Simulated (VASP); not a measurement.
# Sn2Bi2O (P4/mmm) in VASP: further runs, part 2 of 2

VASP 6.6.1. Earlier steps stand in the parts before.

### 3 Relaxation of cell and atoms, PBE

This run uses another cell than the first one, of 33.24 Å³/atom, 1.020 times its volume.

INCAR

```
  PREC = Accurate
  ENCUT = 520
  EDIFF = 1E-7
  ISMEAR = 0
  SIGMA = 0.1
  LREAL = F
  LASPH = T
  NELM = 120
  ALGO = Normal
  ISIF = 3
  LWAVE = F
  LCHARG = F
  GGA = PE
  IBRION = 2
  NSW = 60
  EDIFFG = -0.005
  POTIM = 0.3
  KPAR = 4
```

KPOINTS

```
Automatic mesh
0
Gamma
  6 6 4
```

POSCAR

```
Sn2Bi2O                                 
1.0
    4.8488726812      0.0000000000     -0.0000000000
   -0.0000000000      4.8488726812      0.0000000000
   -0.0000000000      0.0000000000      7.0683536528
  Sn              Bi              O             
     2     2     1
Direct
     0.0000000000000000    0.5000000000000000    0.0000000000000000
     0.5000000000000000    0.0000000000000000    0.0000000000000000
     0.0000000000000000    0.0000000000000000    0.7255528105504720
     0.0000000000000000    0.0000000000000000    0.2744471894495280
     0.5000000000000000    0.5000000000000000    0.0000000000000000
```

Potentials or basis: VASP PAW PBE potentials, release 64 (Sn_d, Bi_d, O).

Command:

```sh
$ cat potpaw_PBE.64/Sn_d/POTCAR potpaw_PBE.64/Bi_d/POTCAR potpaw_PBE.64/O/POTCAR > POTCAR
$ mpirun -np 4 vasp_std > vasp.out
```

OUTCAR:

```text
PREC = Accurate
   ENCUT = 520
   EDIFF = 1E-7
   ISMEAR = 0
   LREAL = F
   LASPH = T
   NELM = 120
   ISIF = 3
   GGA = PE
   IBRION = 2
   NSW = 60
   EDIFFG = -0.005
   POTIM = 0.3

 ion  position               nearest neighbor table
   1  0.000  0.500  0.000-   5 2.42   5 2.42   3 3.11   3 3.11   4 3.11   4 3.11   2 3.43   2 3.43
                             2 3.43   2 3.43
   2  0.500  0.000  0.000-   5 2.42   5 2.42   3 3.11   4 3.11   3 3.11   4 3.11   1 3.43   1 3.43
                             1 3.43   1 3.43
   3  0.000  0.000  0.726-   1 3.11   2 3.11   1 3.11   2 3.11   4 3.19   4 3.88
   4  0.000  0.000  0.274-   1 3.11   2 3.11   1 3.11   2 3.11   3 3.19   3 3.88
   5  0.500  0.500  0.000-   1 2.42   2 2.42   2 2.42   1 2.42

  LATTYP: Found a simple tetragonal cell.
 ALAT       =     4.8488726812
 C/A-ratio  =     1.4577313362

  Lattice vectors:

 A1 = (   4.8488726812,   0.0000000000,   0.0000000000)
 A2 = (   0.0000000000,   4.8488726812,   0.0000000000)
 A3 = (   0.0000000000,   0.0000000000,   7.0683536528)

Analysis of symmetry for initial positions (statically):
=====================================================================
 Subroutine PRICEL returns:
 Original cell was already a primitive cell.

 Routine SETGRP: Setting up the symmetry group for a
 simple tetragonal supercell.

 Subroutine GETGRP returns: Found 16 space group operations
 (whereof 16 operations were pure point group operations)
 out of a pool of 16 trial point group operations.

The static configuration has the point symmetry D_4h.

Analysis of symmetry for dynamics (positions and initial velocities):
=====================================================================
 Subroutine PRICEL returns:
 Original cell was already a primitive cell.

[... 189 lines left out ...]
      0.00000      0.00000      1.93989         0.000000     -0.000000     -0.005040
      2.42444      2.42444      0.00000         0.000000      0.000000      0.000000
 -----------------------------------------------------------------------------------
    total drift:                                0.000000     -0.000000     -0.000000

  FREE ENERGIE OF THE ION-ELECTRON SYSTEM (eV)
  ---------------------------------------------------
  free  energy   TOTEN  =       -21.1705610191 eV

  energy  without entropy=      -21.1608424612  energy(sigma->0) =      -21.16570174

--------------------------------------- Ionic step        2  -------------------------------------------

 number of electron      64.0000026 magnetization

 Free energy of the ion-electron system (eV)
  ---------------------------------------------------
  ext. energy  EPLUGINS =         0.00000000
  ---------------------------------------------------
  free energy    TOTEN  =       -21.17057142 eV

  energy without entropy =      -21.16088342  energy(sigma->0) =      -21.16572742

 E-fermi :   4.5195     XC(G=0):  -8.4367

 val. band max:        4.4860409700   @ k =   0.5000   0.0000   0.2500
 cond. band min:       4.6317765548   @ k =   0.5000   0.1667   0.2500
 fundamental gap:      0.1457355848
 Fermi energy:         4.5195250115

 k-point     1 :       0.0000    0.0000    0.0000
  band No.  band energies     occupation
      1     -18.3171      2.00000
      2     -18.2238      2.00000
      3     -18.2238      2.00000
      4     -18.1835      2.00000
      5     -18.1835      2.00000
      6     -18.1494      2.00000
[... 973 lines left out ...]
     37       7.9359      0.00000
     38       8.9487      0.00000

 [... further k-points ...]

------------------------ aborting loop because EDIFF is reached ----------------------------------------

  FORCE on cell =-STRESS in cart. coord.  units (eV):
  Direction    XX          YY          ZZ          XY          YZ          ZX
  --------------------------------------------------------------------------------------
  -------------------------------------------------------------------------------------
  Total       -0.0121097     -0.0121097      0.0167064      0.0000000     -0.0000000      0.0000000
  in kB       -0.1167886     -0.1167886      0.1611204      0.0000000     -0.0000000      0.0000000
  external PRESSURE =      -0.0241523 kB  Pullay stress =       0.0000000 kB

 VOLUME and BASIS-vectors are now :
 -----------------------------------------------------------------------------
  energy-cutoff  :      520.00
  volume of cell :      166.13
      direct lattice vectors                 reciprocal lattice vectors
     4.847946340  0.000000000 -0.000000000     0.206272910  0.000000000  0.000000000
     0.000000000  4.847946340  0.000000000    -0.000000000  0.206272910 -0.000000000
     0.000000000  0.000000000  7.068503902     0.000000000 -0.000000000  0.141472653

 POSITION                                       TOTAL-FORCE (eV/Angst)
 -----------------------------------------------------------------------------------
      0.00000      2.42397      0.00000        -0.000000      0.000000      0.000000
      2.42397      0.00000     -0.00000        -0.000000      0.000000      0.000000
      4.84795      4.84795      5.12872        -0.000000      0.000000      0.001524
      0.00000      4.84795      1.93979         0.000000     -0.000000     -0.001524
      2.42397      2.42397     -0.00000        -0.000000      0.000000      0.000000
 -----------------------------------------------------------------------------------
    total drift:                                0.000000      0.000000     -0.000000

  FREE ENERGIE OF THE ION-ELECTRON SYSTEM (eV)
  ---------------------------------------------------
  free  energy   TOTEN  =       -21.1705714203 eV

  energy  without entropy=      -21.1608834182  energy(sigma->0) =      -21.16572742

 reached required accuracy - stopping structural energy minimisation
```

Run time: 1.8 min. Hardware: 4 MPI ranks of Intel Xeon Platinum 8375C at 2.90GHz (Ice Lake), shared host; peak memory 0.36 GiB.

Results:

| Property | Result |
| --- | --- |
| Free energy | -21.1706 eV |
| Relaxed volume | 33.23 Å³/atom |
| Relaxed cell | a = 4.848 Å, b = 4.848 Å, c = 7.069 Å, α = 90.00°, β = 90.00°, γ = 90.00° |
| Space group after relaxing (to 0.05 Å) | P4/mmm (No. 123) |
| Energy gained by relaxing | 0.0 meV/atom |
| Ionic steps | 2 |
| Pressure after relaxing | 0.0 GPa |
| Band gap on the k mesh | none (metal or under the smearing width) |

Final structure:
```xyz
5
Lattice="4.8479 0.0000 0.0000 0.0000 4.8479 0.0000 0.0000 0.0000 7.0685" Properties=species:S:1:pos:R:3 pbc="T T T"
Sn    0.0000    2.4240    0.0000
Sn    2.4240    0.0000    0.0000
Bi    4.8479    4.8479    5.1287
Bi    0.0000    4.8479    1.9398
O     2.4240    2.4240    0.0000
```

Caveat: spin-orbit coupling is left out, which moves the levels of the heavy elements.
